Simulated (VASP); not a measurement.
# TaTeI (P-6m2) in VASP: a series of runs

One crystal, TaTeI, is run at these levels: r2SCAN; tasks: equation of state.

Program: VASP 6.6.1. These are calculated values, not measurements. Logs are shortened: lines on timing, memory, paths and dates and some standing lists are left out, and cuts for length are marked.

### Step 1. The crystal as given

Symmetry: P-6m2, No. 187, hexagonal system. Conventional cell: a = 5.208 Å, b = 5.208 Å, c = 4.177 Å, α = 90.00°, β = 90.00°, γ = 120.00°. Ta (site symmetry -6m2) is surrounded by 3 I at 3.01 Å. Around Te (site symmetry -6m2) lie 6 I at 3.66 Å and 6 Ta at 3.66 Å and 2 Te at 4.18 Å. Around I (site symmetry -6m2) lie 3 Ta at 3.01 Å.

The cell was built by a generator and needn't be a form met in nature.

### Step 2. Equation of state, r2SCAN, 30.74 Å³/atom (volume scaled by 0.94)

The input, INCAR:

```
SYSTEM = TaTeI
PREC = Accurate ; ENCUT = 520
EDIFF = 1E-6 ; ISMEAR = -1
SIGMA = 0.05 ; LREAL = .False.
LASPH = .True. ; NELM = 60
ALGO = Normal ; ISIF = 2
LWAVE = .False. ; LCHARG = .False.
METAGGA = R2SCAN ; LMIXTAU = .True.
```

The input, KPOINTS:

```
Automatic mesh
0
Gamma
  6 6 7
  0 0 0
```

The input, POSCAR:

```
TaTeI
1.0
    5.1019845798      0.0000000000      0.0000000000
   -2.5509922899      4.4184482502      0.0000000000
    0.0000000000      0.0000000000      4.0915161080
Ta Te I
1 1 1
Direct
    0.0000000000      0.0000000000      0.5000000000
    0.6666666700      0.3333333300      0.0000000000
    0.3333333300      0.6666666700      0.5000000000
```

Potentials or basis: VASP PAW PBE potentials, release 64 (Ta_pv, Te, I).

The run is started by

```
cat potpaw_PBE.64/Ta_pv/POTCAR potpaw_PBE.64/Te/POTCAR potpaw_PBE.64/I/POTCAR > POTCAR
mpirun -np 1 vasp_std > vasp.out
```

OUTCAR:

```text
SYSTEM = TaTeI
   PREC = Accurate
   ENCUT = 520
   EDIFF = 1E-6
   ISMEAR = -1
   LREAL = .False.
   LASPH = .True.
   NELM = 60
   ISIF = 2
   METAGGA = R2SCAN

 Found     28 irreducible k-points:

 Following reciprocal coordinates:
            Coordinates               Weight
  0.000000  0.000000  0.000000      1.000000
  0.166667 -0.000000  0.000000      6.000000
  0.333333 -0.000000  0.000000      6.000000
  0.500000 -0.000000  0.000000      3.000000
  0.166667  0.166667  0.000000      6.000000
  0.333333  0.166667  0.000000     12.000000
   k-points           NKPTS =     28   k-points in BZ     NKDIM =     28   number of bands    NBANDS=     16
   number of dos      NEDOS =    301   number of ions     NIONS =      3
   total plane-waves  NPLWV =  48000
   dimension x,y,z NGX =    40 NGY =   40 NGZ =   30
   dimension x,y,z NGXF=    80 NGYF=   80 NGZF=   60
   ions per type =               1   1   1
   NGX,Y,Z   is equivalent  to a cutoff of  13.03, 13.03, 12.19 a.u.
   NGXF,Y,Z  is equivalent  to a cutoff of  26.07, 26.07, 24.38 a.u.
 SYSTEM =  TaTeI
   PREC   = accura    normal or accurate (medium, high low for compatibility)
   ISTART =      0    job   : 0-new  1-cont  2-samecut
   ICHARG =      2    charge: 1-file 2-atom 10-const
   ISPIN  =      1    spin polarized calculation?
   LNONCOLLINEAR =      F non collinear calculations
   LSORBIT =      F    spin-orbit coupling
   LASPH  =      T    aspherical Exc in radial PAW
   ENCUT  =  520.0 eV  38.22 Ry    6.18 a.u.   9.49  9.49  7.61*2*pi/ulx,y,z
   NELM   =     60;   NELMIN=  2; NELMDL= -5     # of ELM steps
   EDIFF  = 0.1E-05   stopping-criterion for ELM
   LREAL  =      F    real-space projection
[... 7 lines left out ...]
   TEBEG  =    0.0;   TEEND  =   0.0 temperature during run
   PSTRESS=    0.0 pullay stress
   NELECT =      24.0000    total number of electrons
   NUPDOWN=      -1.0000    fix difference up-down
   EMIN   =  10.00;   EMAX   =-10.00  energy-range for DOS
   EFERMI =   0.00;   METHOD = LEGACY
   ISMEAR =    -1;   SIGMA  =   0.05  broadening in eV -4-tet -1-fermi 0-gaus
   EFERMI_NEDOS =   21; number of points for ismear=-14 and -15
   IALGO  =     38    algorithm
   IMIX   =      4    mixing-type and parameters
     AMIX     =   0.40;   BMIX     =  1.00
     AMIX_MAG =   1.60;   BMIX_MAG =  1.00
  volume/ion in A,a.u.               =      30.74       207.48
  Fermi-wavevector in a.u.,A,eV,Ry     =   1.045155  1.975057 14.862320  1.092350
  Thomas-Fermi vector in A             =   2.179939
   LORBIT       =      0    0 simple, 1 ext, 2 COOP (PROOUT), +10 PAW based schemes
   METAGGA = R2SCAN    functional components
   LHFCALC =     F    Hartree Fock is set to
   AEXX    =    0.0000 exact exchange contribution
   IVDW    =     0    specifies the selected vdW correction
   LEPSILON=     F    determine dielectric tensor
   LRPA    =     F    only Hartree local field effects (RPA)
 non-spin polarized calculation
  energy-cutoff  :      520.00
  volume of cell :       92.23
 maximum number of plane-waves:      2524
 NGX is ok and might be reduce to    40
   NGX = 19   NGY = 19   NGZ = 15

 number of electron      24.0000003 magnetization

 Free energy of the ion-electron system (eV)
  ---------------------------------------------------
  ext. energy  EPLUGINS =         0.00000000
  ---------------------------------------------------
  free energy    TOTEN  =       -95.50406127 eV

  energy without entropy =      -95.45605161  energy(sigma->0) =      -95.48005644

 E-fermi :   5.9895     XC(G=0): -10.2559

 val. band max:        5.9879563804   @ k =   0.3333  -0.0000   0.2857
 cond. band min:       5.9931228656   @ k =   0.3333   0.1667   0.4286
 fundamental gap:      0.0051664852
 Fermi energy:         5.9895190467

 k-point     1 :       0.0000    0.0000    0.0000
  band No.  band energies     occupation
      1     -31.3604      2.00000
      2     -31.3604      2.00000
      3     -31.3059      2.00000
      4      -9.4545      2.00000
      5      -5.2178      2.00000
      6       0.0858      2.00000
[... 8 lines left out ...]
     15       6.2408      0.01306
     16       7.8967      0.00000

 k-point     2 :       0.1667   -0.0000    0.0000
  band No.  band energies     occupation
      1     -31.3611      2.00000
      2     -31.3605      2.00000
      3     -31.3058      2.00000
      4      -9.3659      2.00000
      5      -5.3768      2.00000
      6       0.1112      2.00000
[... 8 lines left out ...]
     15       6.9073      0.00000
     16       7.8622      0.00000

 k-point     3 :       0.3333   -0.0000    0.0000
  band No.  band energies     occupation
      1     -31.3627      2.00000
      2     -31.3609      2.00000
      3     -31.3058      2.00000
      4      -9.1738      2.00000
      5      -5.6734      2.00000
      6       0.0858      2.00000
[... 8 lines left out ...]
     15       7.1462      0.00000
     16       7.7287      0.00000

 k-point     4 :       0.5000   -0.0000    0.0000
  band No.  band energies     occupation
      1     -31.3634      2.00000
      2     -31.3611      2.00000
      3     -31.3057      2.00000
      4      -9.0686      2.00000
      5      -5.8159      2.00000
      6      -0.1577      2.00000
[... 8 lines left out ...]
     15       7.5744      0.00000
     16       7.6360      0.00000

 k-point     5 :       0.1667    0.1667    0.0000
  band No.  band energies     occupation
      1     -31.3622      2.00000
      2     -31.3609      2.00000
      3     -31.3058      2.00000
      4      -9.2248      2.00000
      5      -5.5937      2.00000
      6      -0.2511      2.00000
[... 8 lines left out ...]
     15       7.0609      0.00000
     16       7.3736      0.00000

 k-point     6 :       0.3333    0.1667    0.0000
  band No.  band energies     occupation
      1     -31.3632      2.00000
      2     -31.3614      2.00000
      3     -31.3057      2.00000
      4      -9.0726      2.00000
      5      -5.7870      2.00000
      6      -0.7442      2.00000
[... 8 lines left out ...]
     15       7.2377      0.00000
     16       7.3628      0.00000

 [... further k-points ...]
[... 5 lines left out ...]
  --------------------------------------------------------------------------------------
  -------------------------------------------------------------------------------------
  Total       -5.0859917     -5.0859917     -5.3552864      0.0000000      0.0000000      0.0000000
  in kB      -88.3472526    -88.3472523    -93.0250918      0.0000000      0.0000000      0.0000000
  external PRESSURE =     -89.9065322 kB  Pullay stress =       0.0000000 kB

 VOLUME and BASIS-vectors are now :
 -----------------------------------------------------------------------------
  energy-cutoff  :      520.00
  volume of cell :       92.23
      direct lattice vectors                 reciprocal lattice vectors
     5.101984580  0.000000000  0.000000000     0.196002160  0.113161900  0.000000000
    -2.550992290  4.418448250  0.000000000     0.000000000  0.226323800  0.000000000
     0.000000000  0.000000000  4.091516108     0.000000000  0.000000000  0.244408179

 POSITION                                       TOTAL-FORCE (eV/Angst)
 -----------------------------------------------------------------------------------
      0.00000      0.00000      2.04576         0.000000      0.000000      0.000000
      2.55099      1.47282      0.00000        -0.000000      0.000000      0.000000
     -0.00000      2.94563      2.04576         0.000000      0.000000      0.000000
 -----------------------------------------------------------------------------------
    total drift:                                0.000004     -0.000002      0.000000

  FREE ENERGIE OF THE ION-ELECTRON SYSTEM (eV)
  ---------------------------------------------------
  free  energy   TOTEN  =       -95.5040612743 eV

  energy  without entropy=      -95.4560516084  energy(sigma->0) =      -95.48005644
```

Run time: 82 s. Hardware: 1 thread of Intel Xeon 6975P-C (Granite Rapids), shared host; peak memory 0.25 GiB.

Results:

```
Free energy            : -95.5041 eV
Pressure               : -9.0 GPa
Band gap on the k mesh : none (metal or under the smearing width)
```

Caveat: the PAW data sets were made with another functional, which shifts forces and pressure a little.

### Step 3. Equation of state, r2SCAN, 31.40 Å³/atom (volume scaled by 0.96)

The input, INCAR:

```
SYSTEM = TaTeI
PREC = Accurate
ENCUT = 520
EDIFF = 1E-6
ISMEAR = -1
SIGMA = 0.05
LREAL = .False.
LASPH = .True.
NELM = 80
ALGO = Normal
ISIF = 2
LWAVE = .False.
LCHARG = .False.
METAGGA = R2SCAN
LMIXTAU = .True.
```

KPOINTS is that of step 2.

The input, POSCAR:

```
TaTeI
1.0
    5.1379152325      0.0000000000      0.0000000000
   -2.5689576162      4.4495651081      0.0000000000
    0.0000000000      0.0000000000      4.1203305510
Ta Te I
1 1 1
Direct
    0.0000000000      0.0000000000      0.5000000000
    0.6666666700      0.3333333300      0.0000000000
    0.3333333300      0.6666666700      0.5000000000
```

Potentials or basis: VASP PAW PBE potentials, release 64 (Ta_pv, Te, I).

The run is started by

```
cat potpaw_PBE.64/Ta_pv/POTCAR potpaw_PBE.64/Te/POTCAR potpaw_PBE.64/I/POTCAR > POTCAR
mpirun -np 1 vasp_std > vasp.out
```

It took 85 s on 1 thread of Intel Xeon 6975P-C (Granite Rapids), shared host; peak memory 0.26 GiB.

The run converged. Its results:

| Property | Result |
| --- | --- |
| Free energy | -95.3904 eV |
| Pressure | -9.6 GPa |
| Band gap on the k mesh | none (metal or under the smearing width) |

Caveat: the PAW data sets were made with another functional, which shifts forces and pressure a little.

### Step 4. Equation of state, r2SCAN, 32.05 Å³/atom (volume scaled by 0.98)

The input, INCAR:

```
SYSTEM = TaTeI
  ALGO = Normal
  EDIFF = 1E-6
  ENCUT = 520
  ISIF = 2
  ISMEAR = -1
  LASPH = .True.
  LCHARG = .False.
  LMIXTAU = .True.
  LREAL = .False.
  LWAVE = .False.
  METAGGA = R2SCAN
  NELM = 60
  PREC = Accurate
  SIGMA = 0.05
```

The input, KPOINTS:

```
k-points
0
Gamma
  6 6 7
  0 0 0
```

The input, POSCAR:

```
TaTeI
1.0
    5.1733502504      0.0000000000      0.0000000000
   -2.5866751252      4.4802527338      0.0000000000
    0.0000000000      0.0000000000      4.1487475218
Ta Te I
1 1 1
Direct
    0.0000000000      0.0000000000      0.5000000000
    0.6666666700      0.3333333300      0.0000000000
    0.3333333300      0.6666666700      0.5000000000
```

The run is started by

```
cat potpaw_PBE.64/Ta_pv/POTCAR potpaw_PBE.64/Te/POTCAR potpaw_PBE.64/I/POTCAR > POTCAR
mpirun -np 1 vasp_std > vasp.out
```

Wall time 89 s (1 thread of Intel Xeon 6975P-C (Granite Rapids), shared host); peak memory 0.26 GiB.

It converged, with:

```
Free energy            : -95.2703 eV
Pressure               : -10.1 GPa
Band gap on the k mesh : none (metal or under the smearing width)
```

Caveat: the PAW data sets were made with another functional, which shifts forces and pressure a little.

### Step 5. Equation of state, r2SCAN, 33.36 Å³/atom (volume scaled by 1.02)

The input, INCAR:

```
SYSTEM = TaTeI
PREC = Accurate
ENCUT = 520
EDIFF = 1E-6
ISMEAR = -1
SIGMA = 0.05
LREAL = .False.
LASPH = .True.
NELM = 80
ALGO = Normal
ISIF = 2
LWAVE = .False.
LCHARG = .False.
METAGGA = R2SCAN
LMIXTAU = .True.
```

The input, KPOINTS:

```
regular mesh
0
Gamma
  6 6 7
  0 0 0
```

The input, POSCAR:

```
TaTeI
1.0
    5.2427994805      0.0000000000      0.0000000000
   -2.6213997402      4.5403975312      0.0000000000
    0.0000000000      0.0000000000      4.2044420538
Ta Te I
1 1 1
Direct
    0.0000000000      0.0000000000      0.5000000000
    0.6666666700      0.3333333300      0.0000000000
    0.3333333300      0.6666666700      0.5000000000
```

The run is started by

```
cat potpaw_PBE.64/Ta_pv/POTCAR potpaw_PBE.64/Te/POTCAR potpaw_PBE.64/I/POTCAR > POTCAR
mpirun -np 1 vasp_std > vasp.out
```

Run time: 91 s. Hardware: 1 thread of Intel Xeon 6975P-C (Granite Rapids), shared host; peak memory 0.26 GiB.

It converged, with:

* Free energy: -95.0143 eV
* Pressure: -10.8 GPa
* Band gap on the k mesh: none (metal or under the smearing width)

Caveat: the PAW data sets were made with another functional, which shifts forces and pressure a little.

### Step 6. Equation of state, r2SCAN, 34.02 Å³/atom (volume scaled by 1.04)

The input, INCAR:

```
  ALGO = Normal
  EDIFF = 1E-6
  ENCUT = 520
  ISIF = 2
  ISMEAR = -1
  LASPH = True
  LCHARG = False
  LMIXTAU = True
  LREAL = False
  LWAVE = False
  METAGGA = R2SCAN
  NELM = 80
  PREC = Accurate
  SIGMA = 0.05
```

The input, KPOINTS:

```
k-points
0
Gamma
  6 6 7
```

The input, POSCAR:

```
TaTeI
1.0
    5.2768445869      0.0000000000      0.0000000000
   -2.6384222934      4.5698814582      0.0000000000
    0.0000000000      0.0000000000      4.2317443906
Ta Te I
1 1 1
Direct
    0.0000000000      0.0000000000      0.5000000000
    0.6666666700      0.3333333300      0.0000000000
    0.3333333300      0.6666666700      0.5000000000
```

Potentials or basis: VASP PAW PBE potentials, release 64 (Ta_pv, Te, I).

The run is started by

```
cat potpaw_PBE.64/Ta_pv/POTCAR potpaw_PBE.64/Te/POTCAR potpaw_PBE.64/I/POTCAR > POTCAR
mpirun -np 1 vasp_std > vasp.out
```

Wall time 96 s (1 thread of Intel Xeon 6975P-C (Granite Rapids), shared host); peak memory 0.26 GiB.

It converged, with:

```
Free energy            : -94.8801 eV
Pressure               : -11.1 GPa
Band gap on the k mesh : none (metal or under the smearing width)
```

Caveat: the PAW data sets were made with another functional, which shifts forces and pressure a little.

### Step 7. Equation of state, r2SCAN, 34.67 Å³/atom (volume scaled by 1.06)

The input, INCAR:

```
SYSTEM = TaTeI
ALGO = Normal
EDIFF = 1E-6
ENCUT = 520
ISIF = 2
ISMEAR = -1
LASPH = .TRUE.
LCHARG = .FALSE.
LMIXTAU = .TRUE.
LREAL = .FALSE.
LWAVE = .FALSE.
METAGGA = R2SCAN
NELM = 60
PREC = Accurate
SIGMA = 0.05
```

The input, KPOINTS:

```
k-points
0
G
  6 6 7
  0 0 0
```

The input, POSCAR:

```
TaTeI
1.0
    5.3104559682      0.0000000000      0.0000000000
   -2.6552279841      4.5989897682      0.0000000000
    0.0000000000      0.0000000000      4.2586989033
Ta Te I
1 1 1
Direct
    0.0000000000      0.0000000000      0.5000000000
    0.6666666700      0.3333333300      0.0000000000
    0.3333333300      0.6666666700      0.5000000000
```

The run is started by

```
cat potpaw_PBE.64/Ta_pv/POTCAR potpaw_PBE.64/Te/POTCAR potpaw_PBE.64/I/POTCAR > POTCAR
mpirun -np 1 vasp_std > vasp.out
```

Wall time 98 s (1 thread of Intel Xeon 6975P-C (Granite Rapids), shared host); peak memory 0.26 GiB.

Results (log left out):

| Quantity | Value |
| --- | --- |
| Free energy | -94.7428 eV |
| Pressure | -11.3 GPa |
| Band gap on the k mesh | none (metal or under the smearing width) |

Caveat: the PAW data sets were made with another functional, which shifts forces and pressure a little.

### Step 8. Equation of state, r2SCAN

No new run: the results of the series are fitted here.

Results:

```yaml
Equilibrium_volume: outside the volumes run
```

Energy against volume, from the lowest point:
| volume (Å³/atom) | energy (meV/atom) |
| --- | --- |
| 30.745 | 0.00 |
| 31.399 | 37.88 |
| 32.053 | 77.90 |
| 32.707 | 119.75 |
| 33.361 | 163.14 |
| 34.016 | 207.83 |
| 34.670 | 253.59 |

Caveat: the PAW data sets were made with another functional, which shifts forces and pressure a little. Spin-orbit coupling is left out, which matters for the levels of I, Ta, Te.
